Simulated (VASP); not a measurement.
The input files of a VASP run:

**INCAR**
```
! general
SYSTEM =Hg3ZnTe4
PREC   =Accurate
ENCUT  =400   ! plane-wave cut-off (eV)
LREAL  =F
LASPH  =T

! electronic loop
EDIFF  =1E-6   ! SCF stop (eV)
NELM   =100
ALGO   =Normal   ! blocked Davidson
LMAXMIX=6   ! l cut-off of mixed one-centre charges

! smearing
ISMEAR =1
SIGMA  =0.1   ! width (eV)

! functional
GGA    =PS   ! PBEsol

! ions
IBRION =2   ! conjugate gradients
NSW    =60   ! most ionic steps
ISIF   =3
EDIFFG =-0.02

! output
LWAVE  =F
LCHARG =F
```

### POSCAR
```
Hg3ZnTe4
1
    0.0000000000     3.2095204031     3.2095204031
    3.2095204031     0.0000000000     3.2095204031
   12.8663556103    12.8663556103    -0.0282739981
Zn Te Hg
1 4 3
Direct
  0.9975018608   0.9975018608   0.0018736044
  0.2650500698   0.2650500698   0.0512124477
  0.2526102050   0.2526102050   0.3105423462
  0.2441470668   0.2441470668   0.5668896999
  0.2348496761   0.2348496761   0.8238627429
  0.0124888063   0.0124888063   0.2406333953
  0.0009046261   0.0009046261   0.4993215304
  0.9924476892   0.9924476892   0.7556642331
```

### KPOINTS
```
Automatic mesh
0
Gamma
8 8 2
0 0 0
```

POTCAR, in this order: Zn Te Hg (PBE.64 set). Program: vasp_std.

Task: Translate this PBEsol calculation to Ansatz.

Result: One equivalent input (not run):
Ansatz 0.2 input:
```yaml
crystal:
  lattice:
    - [0.0000000, 3.2095204, 3.2095204]
    - [3.2095204, 0.0000000, 3.2095204]
    - [12.8663556, 12.8663556, -0.0282740]
  atoms:
    - { symbol: Zn, position: [0.9975019, 0.9975019, 0.0018736] }
    - { symbol: Te, position: [0.2650501, 0.2650501, 0.0512124] }
    - { symbol: Te, position: [0.2526102, 0.2526102, 0.3105423] }
    - { symbol: Te, position: [0.2441471, 0.2441471, 0.5668897] }
    - { symbol: Te, position: [0.2348497, 0.2348497, 0.8238627] }
    - { symbol: Hg, position: [0.0124888, 0.0124888, 0.2406334] }
    - { symbol: Hg, position: [0.0009046, 0.0009046, 0.4993215] }
    - { symbol: Hg, position: [0.9924477, 0.9924477, 0.7556642] }
kpoints:
  mp_grid: { grid: [8, 8, 2] }
hamiltonian:
  xc: pbesol
  pseudopotentials: { kind: paw }
scf:
  occupations: { method: methfessel_paxton, width: 0.1 }
  max_iter: 100
relax:
  max_steps: 60
  f_tol: 0.02
  cell: {}
output: { forces: true, stress: true, eigenvalues: true }
```
The two are equivalent in intent, not identical: each code has its own PAW files, so the cut-off isn't converted (ENCUT is set for VASP's; basis.ecutwfc is left out, and Ansatz then takes the one that its files recommend); Ansatz stops its SCF on the density residual and VASP on the energy change (EDIFF).

The structure was generated: Hg3ZnTe4 was put into an ordered model structure (R3m), which need not be its known phase. This run relaxes it. Symmetry was kept, so distortions that lower it aren't found. The start is the result of an earlier pass.
